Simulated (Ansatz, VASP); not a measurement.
## Na12Al13Cl51 in two plane-wave programs

One calculation is typed for both programs; each brings its own data sets. How far apart do they land? Of the first pair: The structure shown is frame 262 of Ansatz's trajectory.

Calculated with Ansatz 0.2.0; plane waves, with VASP 6.6.1 beside it; single point at LDA.

### 1. Starting point

The cell holds 76 atoms: 13 Al, 51 Cl and 12 Na. Cell: a = 12.857 Å, b = 12.857 Å, c = 12.857 Å, α = 90.0°, β = 90.0°, γ = 90.0°. As first built, before any earlier steps moved the atoms (in the runner's words): 76 atoms (13 Al, 51 Cl, 12 Na) packed at random in a cube at 1.9 g/cm^3 and pushed apart as soft spheres, cations and anions kept from their own kind; a start for melting by ab initio MD, not an equilibrated structure.

### 2. Ansatz: dynamics, LDA

Ansatz runs on its default PAW (the set named soft_2) files.

One frame of this run of dynamics is then solved in both programs, so the motion causes no difference.

input.yaml reads:

```yaml
crystal:
  lattice:
    - [12.8574, 0.0, 0.0]
    - [0.0, 12.8574, 0.0]
    - [0.0, 0.0, 12.8574]
  atoms:
    - { symbol: Al, position: [0.65832, 0.77683, 0.04256] }
    - { symbol: Al, position: [0.80037, 0.63042, 0.60298] }
    - { symbol: Al, position: [0.13559, 0.52629, 0.9545] }
    - { symbol: Al, position: [0.85106, 0.7918, 0.25625] }
    - { symbol: Al, position: [0.37222, 0.46715, 0.22072] }
    - { symbol: Al, position: [0.92751, 0.45359, 0.21553] }
    - { symbol: Al, position: [0.67661, 0.24018, 0.74983] }
    - { symbol: Al, position: [0.85827, 0.23169, 0.9769] }
    - { symbol: Al, position: [0.8656, 0.17662, 0.22876] }
    - { symbol: Al, position: [0.28653, 0.73142, 0.27855] }
    - { symbol: Al, position: [0.15413, 0.15565, 0.00166] }
    - { symbol: Al, position: [0.86911, 0.21515, 0.5564] }
    - { symbol: Al, position: [0.43961, 0.01442, 0.02265] }
    - { symbol: Cl, position: [0.55811, 0.42873, 0.25923] }
    - { symbol: Cl, position: [0.8231, 0.02275, 0.75025] }
    - { symbol: Cl, position: [0.52512, 0.43387, 0.52153] }
    - { symbol: Cl, position: [0.43418, 0.46828, 0.79534] }
    - { symbol: Cl, position: [0.03661, 0.12526, 0.63272] }
    - { symbol: Cl, position: [0.35108, 0.83946, 0.63488] }
    - { symbol: Cl, position: [0.32468, 0.26473, 0.48795] }
    - { symbol: Cl, position: [0.12522, 0.90142, 0.75761] }
    - { symbol: Cl, position: [0.21523, 0.657, 0.07853] }
    - { symbol: Cl, position: [0.36315, 0.58821, 0.33969] }
    - { symbol: Cl, position: [0.16314, 0.72406, 0.48903] }
    - { symbol: Cl, position: [0.34394, 0.94555, 0.90006] }
    - { symbol: Cl, position: [0.27886, 0.50646, 0.58479] }
    - { symbol: Cl, position: [0.70534, 0.99647, 0.98553] }
    - { symbol: Cl, position: [0.54258, 0.20304, 0.9582] }
    - { symbol: Cl, position: [0.96936, 0.99734, 0.97103] }
    - { symbol: Cl, position: [0.65158, 0.77071, 0.85883] }
    - { symbol: Cl, position: [0.81177, 0.38157, 0.31705] }
    - { symbol: Cl, position: [0.85127, 0.38753, 0.05383] }
    - { symbol: Cl, position: [0.71076, 0.66243, 0.41974] }
    - { symbol: Cl, position: [0.65535, 0.51663, 0.93193] }
    - { symbol: Cl, position: [0.29688, 0.05617, 0.13556] }
    - { symbol: Cl, position: [0.04322, 0.38707, 0.59636] }
    - { symbol: Cl, position: [0.4826, 0.7274, 0.05754] }
    - { symbol: Cl, position: [0.05269, 0.15207, 0.16858] }
    - { symbol: Cl, position: [0.70236, 0.98966, 0.4344] }
    - { symbol: Cl, position: [0.21481, 0.6142, 0.8176] }
    - { symbol: Cl, position: [0.51499, 0.23637, 0.69735] }
    - { symbol: Cl, position: [0.56908, 0.9776, 0.69238] }
    - { symbol: Cl, position: [0.11321, 0.41307, 0.07928] }
    - { symbol: Cl, position: [0.07188, 0.79631, 0.25162] }
    - { symbol: Cl, position: [0.70638, 0.24148, 0.51499] }
    - { symbol: Cl, position: [0.70975, 0.19258, 0.16282] }
    - { symbol: Cl, position: [0.54624, 0.94674, 0.19078] }
    - { symbol: Cl, position: [0.84181, 0.96632, 0.21098] }
    - { symbol: Cl, position: [0.9625, 0.89038, 0.53371] }
    - { symbol: Cl, position: [0.2935, 0.0924, 0.68604] }
    - { symbol: Cl, position: [0.74586, 0.60553, 0.16392] }
    - { symbol: Cl, position: [0.96231, 0.59202, 0.3788] }
    - { symbol: Cl, position: [0.90474, 0.30817, 0.80734] }
    - { symbol: Cl, position: [0.97803, 0.58614, 0.93189] }
    - { symbol: Cl, position: [0.25366, 0.96832, 0.38118] }
    - { symbol: Cl, position: [0.07441, 0.35665, 0.33468] }
    - { symbol: Cl, position: [0.89644, 0.76887, 0.75907] }
    - { symbol: Cl, position: [0.5553, 0.67152, 0.63343] }
    - { symbol: Cl, position: [0.91898, 0.13843, 0.39628] }
    - { symbol: Cl, position: [0.52094, 0.16, 0.34503] }
    - { symbol: Cl, position: [0.7392, 0.46938, 0.67838] }
    - { symbol: Cl, position: [0.35093, 0.31495, 0.14074] }
    - { symbol: Cl, position: [0.29453, 0.26357, 0.88757] }
    - { symbol: Cl, position: [0.48697, 0.81105, 0.40985] }
    - { symbol: Na, position: [0.40008, 0.55991, 0.97469] }
    - { symbol: Na, position: [0.25545, 0.31162, 0.67432] }
    - { symbol: Na, position: [0.41322, 0.77207, 0.81743] }
    - { symbol: Na, position: [0.494, 0.09242, 0.53677] }
    - { symbol: Na, position: [0.18387, 0.51451, 0.40413] }
    - { symbol: Na, position: [0.05602, 0.67299, 0.65541] }
    - { symbol: Na, position: [0.19009, 0.1894, 0.35402] }
    - { symbol: Na, position: [0.9463, 0.77225, 0.01036] }
    - { symbol: Na, position: [0.17593, 0.89683, 0.05114] }
    - { symbol: Na, position: [0.64965, 0.37428, 0.08493] }
    - { symbol: Na, position: [0.64502, 0.84033, 0.56144] }
    - { symbol: Na, position: [0.02669, 0.9853, 0.31456] }
kpoints:
  mp_grid: { grid: [1, 1, 1] }
hamiltonian:
  xc: lda
scf:
  occupations: { method: fermi_dirac, width: 0.069 }
output:
  forces: true
md:
  timestep: 2
  n_steps: 590
  ensemble: nvt_langevin
  temperature: 800
  initial_velocities: maxwell_boltzmann
  seed: 3201
```

Started as:

```
$ ansatz run input.yaml --threads 32 --pin off --max-ram 143360MiB --backend cuda --events-out ev --progress --plain --runs-dir out
```

Numbers of over 12 decimals in the logs are rounded to 6 here.

Log:

```text
Warning: md: disabling space-group detection — thermal motion breaks the input geometry's symmetry, so no spatial operation reduces the k-mesh or symmetrises the density; time reversal is kept, so that k and −k are solved as one point where they differ and the mesh holds both, and exact exchange and, on two spinor components, a DFT+U term hold to it where the run has them: on two components no moment then forms, and  [...]
Engine: ansatz 0.2.0, aarch64-unknown-linux-gnu
Pseudopotentials: kind: paw
Pseudopotential: Al, paw, valence charge 3, recommended cutoff 420 eV (normal), Al.paw.azcp
Pseudopotential: Cl, paw, valence charge 7, recommended cutoff 420 eV (normal), Cl.paw.azcp
Pseudopotential: Na, paw, valence charge 9, recommended cutoff 420 eV (normal), Na.paw.azcp
Functional definition: SPW92
  exchange = slater_x
  correlation = pw_c
device memory: the entry about to start is reckoned to put 4.4 GiB on a device that reports 182.5 GiB free
GPU FFT provider: cuFFT
GPU libraries: cuBLAS 13.8.1, cuFFT 12.4.0, cuSOLVER 12.3.2
GPU matrix products: emulated (plane waves: as basis.precision tells), large ones in fixed point in workspaces of 1.00 GiB
Crystal: 76 atoms, lattice volume = 2125.492 Å³
Basis set: ecut = 420 eV, 41755 PW (Γ)
Bands: 328, of which v1, the nominal top of the filled ones, is band 252 counted from 1 (251 counted from 0)
Symmetry: 1 space group operations
k-points: 1
Non-local potential: Al, projectors of the file, l = 0: 2, l = 1: 2, l = 2: 1
Non-local potential: Cl, projectors of the file, l = 0: 2, l = 1: 2, l = 2: 2
Non-local potential: Na, projectors of the file, l = 0: 3, l = 1: 2, l = 2: 1
PAW form: soft (Blöchl's): semilocal exchange-correlation on the pseudo side does not see the compensation charge
PAW frozen core: Al, regenerated for the run's functional, and the local potential with it (the file was generated under x = pbe(κ = 0.804, μ = 0.219515), c = pbe(β = 0.066725))
PAW frozen core: Cl, regenerated for the run's functional, and the local potential with it (the file was generated under x = pbe(κ = 0.804, μ = 0.219515), c = pbe(β = 0.066725))
PAW frozen core: Na, regenerated for the run's functional, and the local potential with it (the file was generated under x = pbe(κ = 0.804, μ = 0.219515), c = pbe(β = 0.066725))
PAW one-centre angular grid: Al, 110 points (default); XC on 64 Gauss nodes
PAW one-centre angular grid: Cl, 110 points (default); XC on 64 Gauss nodes
PAW one-centre angular grid: Na, 110 points (default); XC on 64 Gauss nodes
Initial density: superposition of atomic densities (neutral atoms: chi_scale 0, normalization atom), corrected by the library's trained network
Initial wavefunctions: pseudopotential atomic-orbital guess
GPU buffer pool allocated for 729000 grid points (all kernels)
GPU transforms: local potential and band sums: pruned to the plane-wave sphere, on 90×90×90
Functional: x = slater, c = lda
SCF iter   1: F=—  HF=-77563.559450 eV  |F-HF|=—  |Δ(HF+E_count)|=         —  Δρ=8.15e-3  dr2=4.46e0  ethr=1.77e-3  ⟨swp⟩=7.0  Hψ=1333  notcnv=0  defer=42
preconditioner: auto → LDOS  [metal: Δε(μ)=0.035 eV  Ē_g=9.425 eV  σ=0.069 eV  W_gap=0.12  n_scr=364 (ndim 8)  ℏωp=16.2 eV  f_vac=0.059  D(μ)=66.67/eV (n_scr^D=460)  β→1.0]
SCF iter   2: F=—  HF=-77563.234800 eV  |F-HF|=—  |Δ(HF+E_count)|=   3.25e-1  Δρ=4.38e-3  dr2=5.44e-1  ethr=8.86e-4  ⟨swp⟩=2.0  Hψ=631  notcnv=0  defer=56
SCF iter   3: F=—  HF=-77563.146882 eV  |F-HF|=—  |Δ(HF+E_count)|=   8.79e-2  Δρ=2.49e-3  dr2=2.82e-1  ethr=1.08e-4  ⟨swp⟩=2.0  Hψ=538  notcnv=0  defer=57
SCF iter   4: F=—  HF=-77563.117770 eV  |F-HF|=—  |Δ(HF+E_count)|=   2.91e-2  Δρ=1.03e-3  dr2=6.23e-2  ethr=5.60e-5  ⟨swp⟩=2.0  Hψ=302  notcnv=0  defer=57
SCF iter   5: F=—  HF=-77563.110443 eV  |F-HF|=—  |Δ(HF+E_count)|=   7.33e-3  Δρ=4.16e-4  dr2=1.10e-2  ethr=1.24e-5  ⟨swp⟩=2.0  Hψ=448  notcnv=0  defer=57
SCF iter   6: F=—  HF=-77563.112706 eV  |F-HF|=—  |Δ(HF+E_count)|=   2.26e-3  Δρ=2.32e-4  dr2=3.14e-3  ethr=2.19e-6  ⟨swp⟩=2.0  Hψ=279  notcnv=0  defer=57
SCF iter   7: F=—  HF=-77563.111345 eV  |F-HF|=—  |Δ(HF+E_count)|=   1.36e-3  Δρ=1.38e-4  dr2=9.28e-4  ethr=6.24e-7  ⟨swp⟩=1.0  Hψ=271  notcnv=0  defer=57
SCF iter   8: F=—  HF=-77563.112246 eV  |F-HF|=—  |Δ(HF+E_count)|=   9.01e-4  Δρ=7.25e-5  dr2=2.60e-4  ethr=1.84e-7  ⟨swp⟩=2.0  Hψ=372  notcnv=0  defer=57
SCF iter   9: F=—  HF=-77563.112255 eV  |F-HF|=—  |Δ(HF+E_count)|=   9.82e-6  Δρ=3.53e-5  dr2=6.33e-5  ethr=5.16e-8  ⟨swp⟩=2.0  Hψ=419  notcnv=0  defer=57
[...]
GPU transforms: local potential and band sums: pruned to the plane-wave sphere, on 90×90×90
automatic band count: iteration 1 solves 292 bands in place of 328: the levels show a gap, and the empty bands left out lie too high to hold charge; the band table lists the bands solved (type scf.n_extra_bands for more)
device memory: the entry about to start is reckoned to put 4.3 GiB (of the 4.4 GiB reckoned in all, the device holds 0.1 GiB already) on a device that reports 182.1 GiB free
GPU FFT provider: cuFFT
GPU libraries: cuBLAS 13.8.1, cuFFT 12.4.0, cuSOLVER 12.3.2
GPU matrix products: emulated (plane waves: as basis.precision tells), large ones in fixed point in workspaces of 1.00 GiB
GPU buffer pool allocated for 729000 grid points (all kernels)
GPU transforms: local potential and band sums: pruned to the plane-wave sphere, on 90×90×90
automatic band count: iteration 1 solves 292 bands in place of 328: the levels show a gap, and the empty bands left out lie too high to hold charge; the band table lists the bands solved (type scf.n_extra_bands for more)
md step   582: t =  1164.00 fs  T =   736.9 K  F+E_penalty+E_count = -77621.46380046 eV  E_kin = 7.238867 eV  (6 SCF iters)
[...]
md step   588: t =  1176.00 fs  T =   867.4 K  F+E_penalty+E_count = -77622.62548391 eV  E_kin = 8.520910 eV  (6 SCF iters)
[...]
md step   589: t =  1178.00 fs  T =   894.5 K  F+E_penalty+E_count = -77622.71961364 eV  E_kin = 8.787277 eV  (6 SCF iters)
[...]
md step   590: t =  1180.00 fs  T =   911.7 K  F+E_penalty+E_count = -77622.74800700 eV  E_kin = 8.956383 eV  (7 SCF iters)
SCF converged after 7 iterations
Free energy (F): -77622.748007 eV
Harris-Foulkes:  -77622.748007 eV  (|F-HF|=1.32e-8)
Internal energy: -77622.748007 eV  (E = F + TS)
E sigma→0 (E₀):  -77622.748007 eV
Fermi energy:    2.392734 eV
--- Per-component energies (eV) ---
  E_band       = -4641.920520
  E_kinetic    = 9998.860400
  E_local      = -36302.973322  (includes V_loc(G=0)·N_el)
  E_nonlocal   = 3077.798792
  E_hartree    = 13097.657848
  E_xc         = -6368.889388
  E_vxc        = -7168.685206  (∫ρ·V_xc dr)
  E_paw        = -40585.304736  (= ΣΔE_a)
  E_vpaw       = -442.242114  (= ΣTr[D̂ρ^β])
  E_aug_tail   = 0.004849  (compensation charges beyond the density's cutoff)
  E_ewald      = -20552.032522
  E_core_change = 12.130074  (= ΣΔE_core)
  E_smearing   = -0.000000  (= −TS)
  E_closure    = -0.000000  (closes the sum)
  Σ components = -77622.748007   (vs F -77622.748007, Δ=0.00e0)
--- Forces (eV/Å), atoms counted from 1 ---
[... 76 lines of forces left out ...]
  max |Σ_I F_I| component: 3.55e-5 eV/Å
--- MD trajectory: 590 steps, t = 0.0 → 1180.0 fs ---
  final state: T = 911.7 K   F+E_penalty+E_count = -77622.74800700 eV   E_kin = 8.956383 eV
```

### 3. VASP: single point, LDA, pair 1

The same cell, functional (in two slightly different forms), mesh and smearing now go to VASP, with its own data sets.

Lines of VASP's logs that name or quote its potential files are left out, and so is its time.

INCAR reads:

```
SYSTEM = Na12Al13Cl51
PREC = Accurate
ENCUT = 400
EDIFF = 1E-06
NELM = 120
ISMEAR = -1
SIGMA = 0.069
LREAL = Auto
ALGO = Normal
GGA = PW92
NBANDS = 296
LORBIT = 11
LWAVE = .FALSE.
LCHARG = .FALSE.
ISIF = 2
LASPH = .TRUE.
GGA_COMPAT = .FALSE.
EFERMI = MIDGAP
NCORE = 2
```

POSCAR reads:

```
Na12Al13Cl51
1.0
   12.8574000000      0.0000000000      0.0000000000
    0.0000000000     12.8574000000      0.0000000000
    0.0000000000      0.0000000000     12.8574000000
Al Cl Na
13 51 12
Direct
    0.6867640425      0.8268390188      0.1207086969
    0.6747087280      0.6504425467      0.6587646025
    0.1572635214      0.5483223669      0.9632585126
    0.8861045001      0.7975173830      0.2629614074
    0.4332913342      0.3737925241      0.3209824692
    0.9498810024      0.4380356837      0.2787499806
    0.6876195809      0.1025090609      0.6945416647
    0.6486536936      0.4453466486      0.8350832983
    0.8376499137      0.1848740803      0.4019475166
    0.3016939661      0.8255945992      0.4552242288
    0.1506525425      0.2093735903      0.0220884471
    0.9878357988      0.2848943021      0.6757198189
    0.4585686064      0.9890335527      0.0212329087
    0.5876771353      0.4221693344      0.2768833512
    0.7933174670      0.0838427676      0.8312722634
    0.5564888702      0.4303358377      0.5234339758
    0.4328246768      0.4409911802      0.8782491017
    0.0316549225      0.1287974241      0.7293076361
    0.3174825392      0.7388741114      0.6096878062
    0.3115715463      0.3177158679      0.4301802853
    0.0218551185      0.8226391028      0.7779177750
    0.2693390577      0.6065767574      0.0739651874
    0.3632927341      0.5239784093      0.3180269728
    0.1840963181      0.7267410207      0.3690481746
    0.4821348017      0.8671271019      0.9172927653
    0.4868791513      0.4522687324      0.6715199029
    0.6953194269      0.9108373388      0.9653584706
    0.5501112200      0.1063978720      0.9472366108
    0.0230684275      0.1163998942      0.9935912393
    0.6281985471      0.6729198749      0.8272278999
    0.8644827103      0.3674148739      0.4133028451
    0.8799601786      0.4317358097      0.1312084869
    0.7499961112      0.7164745594      0.3240157419
    0.6432093580      0.3634482866      0.0240017422
    0.3009162039      0.9888780002      0.0665764462
    0.0895204318      0.3477374897      0.5713441287
    0.5342448707      0.7719290059      0.1221086689
    0.1850296327      0.1617745423      0.1752298287
    0.7242521816      0.0725341049      0.4773126760
    0.2287398696      0.5726663245      0.8185169630
    0.6049434567      0.2301398416      0.6549535676
    0.6003546596      0.9714250159      0.6914306158
    0.1761631434      0.3821923562      0.0206106989
    0.0162552305      0.8329055641      0.1697077170
    0.8319722494      0.2339508765      0.6112433307
    0.8042061381      0.2010515345      0.2313064850
    0.5296560735      0.0199573786      0.1750742763
    0.7781511036      0.9470032822      0.2055625554
    0.9389923313      0.8886711155      0.3996920062
    0.3292267488      0.0990091309      0.6837307698
    0.8138503897      0.7164745594      0.1018090749
    0.9799804004      0.5979435967      0.3088493786
    0.9890802184      0.3890366637      0.8087171590
    0.0059576586      0.5889993311      0.9616252119
    0.2190178419      0.9722805544      0.4686795153
    0.1100533545      0.3695926081      0.3209824692
    0.7646180410      0.8000839983      0.6540980292
    0.5484001431      0.6670088820      0.5402336398
    0.9986466937      0.1311307107      0.4413022851
    0.5047676824      0.1893073250      0.3516263008
    0.7633736214      0.5216451227      0.6124099740
    0.4091807053      0.2979607075      0.1514303047
    0.2530060510      0.1648078150      0.8952043181
    0.4443355577      0.8568606406      0.3949476566
    0.4643240469      0.4816681444      0.1006890973
    0.4493132360      0.2547949041      0.7838287679
    0.4566242008      0.8399054241      0.7324964612
    0.4204582575      0.1366528225      0.5216451227
    0.1766298007      0.4892902142      0.4544464666
    0.0335215518      0.9282592126      0.5901659745
    0.3513151959      0.1348639694      0.2477950441
    0.8312722634      0.8866489337      0.8556473315
    0.1239752983      0.9746916173      0.8299034019
    0.6117099880      0.2135735063      0.1201642634
    0.6293651905      0.8581050601      0.4687572915
    0.0197551605      0.0299905113      0.2414951701
```

KPOINTS reads:

```
Automatic mesh
0
Gamma
1 1 1
0 0 0
```

The projector-augmented-wave data sets are Al, Cl and Na_pv (LDA family, release 64).

Started as:

```
$ mpirun -np 8 vasp_gam
```

Log:

```text
[banner, memory and clock lines left out]
running    8 mpi-ranks, on    1 nodes
[...]
|                                                                             |
|               ----> ADVICE to this user running VASP <----                  |
|                                                                             |
|     You enforced a specific xc type in the INCAR file but a different       |
|     [... a line on the potential file left out ...]
|     I HOPE YOU KNOW WHAT YOU ARE DOING!                                     |
|                                                                             |

 LDA part: xc-table for (Slater(with rela. corr.)+PW92), standard interpolation
 POSCAR, INCAR and KPOINTS ok, starting setup
[...]
entering main loop
       N       E                     dE             d eps       ncg     rms          rms(c)
DAV:   1     0.487395075972E+04    0.48740E+04   -0.20269E+05   632   0.127E+03
DAV:   2     0.365507625083E+03   -0.45084E+04   -0.43437E+04   760   0.318E+02
DAV:   3    -0.272401526065E+03   -0.63791E+03   -0.63198E+03   712   0.138E+02
DAV:   4    -0.302006142441E+03   -0.29605E+02   -0.29428E+02   712   0.357E+01
[...]
DAV:  17    -0.290209262978E+03    0.97533E-05   -0.21937E-05   664   0.938E-03    0.297E-02
DAV:  18    -0.290209254669E+03    0.83094E-05   -0.21952E-05   664   0.106E-02    0.817E-03
DAV:  19    -0.290209255011E+03   -0.34214E-06   -0.77481E-06   680   0.496E-03
   1 F= -.29020926E+03 E0= -.29020600E+03  d E =-.650899E-02
```

From OUTCAR (step 3):

```text
  FREE ENERGIE OF THE ION-ELECTRON SYSTEM (eV)
  ---------------------------------------------------
  free  energy   TOTEN  =      -290.2092550107 eV

  energy  without entropy=     -290.2027460165  energy(sigma->0) =     -290.20600051

[... 1 further part left out ...]
```

The run ends at a pressure of -0.24 GPa, with forces up to 3.3 eV/Å.

### 4. Comparison

Known differences besides the potentials themselves: the data sets hold 504 valence electrons in Ansatz (on its default PAW (the set named soft_2) files) and 480 in VASP; the cutoff is 420 eV in Ansatz and 400 eV in VASP (PREC = Accurate, projectors in real space); VASP's log shows a relativistic correction to its local exchange, Ansatz's none. Total energies have different zeros and are not compared.

Forces on 9 of the 76 atoms, those with the largest forces and the largest differences (eV/Å; atoms numbered as in POSCAR):

| atom | Ansatz x, y, z | VASP x, y, z |
| --- | --- | --- |
| Al7 | 2.559, 0.205, 1.145 | 2.553, 0.196, 1.150 |
| Al10 | -2.655, -1.689, 1.059 | -2.657, -1.689, 1.058 |
| Al11 | 1.224, 0.611, -1.272 | 1.223, 0.620, -1.268 |
| Al12 | -0.363, -0.326, 1.923 | -0.368, -0.331, 1.921 |
| Cl16 | -0.620, -0.287, -0.195 | -0.652, -0.274, -0.128 |
| Cl26 | -0.081, -0.208, -0.053 | -0.050, -0.217, -0.130 |
| Cl27 | -0.366, -0.415, 2.115 | -0.378, -0.414, 2.136 |
| Cl56 | -1.796, 0.213, -1.247 | -1.804, 0.208, -1.257 |
| Na72 | 1.426, -0.737, -1.090 | 1.443, -0.743, -1.102 |

The forces differ by 9.3 meV/Å r.m.s., which is 1.4 % of the r.m.s. force of 0.667 eV/Å (both taken over all components).

(Continued in part 2 of 2.)

[Lines on the potential files, build, host, timing and source positions are cut from VASP's logs without a mark.]

[Logs are printed without paths, hosts, clocks, repeated set-up lines and the standing remarks that a program may print on its own settings, such as how far it seeks lower states.]

[Hosts, paths, dates, database ids (printed as entryN), source tags and the programs' standing remarks are cut or masked in the printed files.]
